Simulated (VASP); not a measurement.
An input for Quantum ESPRESSO's pw.x (written as the equivalent of a VASP run, and not itself run):

```
&CONTROL
  calculation = 'vc-relax'
  pseudo_dir = './pseudo'
  outdir = './out'
  tprnfor = .true.
  tstress = .true.
  nstep = 40
  forc_conv_thr = 0.00078
/
&SYSTEM
  ibrav = 0
  nat = 3
  ntyp = 2
  ecutwfc = 84
  occupations = 'smearing'
  smearing = 'gaussian'
  degauss = 0.003675
  input_dft = 'pz'
/
&ELECTRONS
  conv_thr = 7.3e-08
  electron_maxstep = 100
/
&IONS
/
&CELL
  press = 300
/
ATOMIC_SPECIES
  Mg 24.305 Mg.upf
  I 126.904 I.upf
CELL_PARAMETERS angstrom
     1.7661363   -3.0590324    0.0000000
     1.7661363    3.0590324   -0.0000000
     0.0000000   -0.0000000    5.8134549
ATOMIC_POSITIONS crystal
  Mg   1.0000000  0.0000000  0.0000000
  I    0.3333330  0.6666670  0.2812519
  I    0.6666670  0.3333330  0.7187481
K_POINTS automatic
  7 7 4 0 0 0
```

### Question
Translate this input to VASP (INCAR, KPOINTS, POSCAR, choice of POTCAR).

### Answer
One answer among several that fit: 
**POSCAR**
```
MgI2
1
    1.7661362541    -3.0590323736     0.0000000000
    1.7661362541     3.0590323736    -0.0000000000
    0.0000000000    -0.0000000000     5.8134549001
Mg I
1 2
Direct
  1.0000000000   0.0000000000   0.0000000000
  0.3333330000   0.6666670000   0.2812519416
  0.6666670000   0.3333330000   0.7187480584
```

**KPOINTS**
```
kpoints
0
G
 7 7 4
0 0 0
```

### INCAR
```
ALGO=Normal
EDIFF=1E-6
EDIFFG=-0.02
ENCUT=500
IBRION=2
ISIF=3
ISMEAR=0
LASPH=.TRUE.
LCHARG=.FALSE.
LMAXMIX=4
LREAL=.FALSE.
LWAVE=.FALSE.
NELM=100
NSW=40
PREC=Accurate
PSTRESS=300
SIGMA=0.05
SYSTEM=MgI2
```

POTCAR, in this order: Mg I (LDA.64 set). Program: vasp_std.

Limits of the translation: the potentials are each code's own (VASP's PAW set, PseudoDojo norm-conserving files in pw.x), so ENCUT and ecutwfc are chosen apart and not converted; conv_thr bounds pw.x's estimated SCF error, while EDIFF bounds the energy change between steps; forc_conv_thr acts on force components and is met together with etot_conv_thr.

The compound is MgI2 in the 1T layered structure. It was relaxed first under an external pressure of 30 GPa.
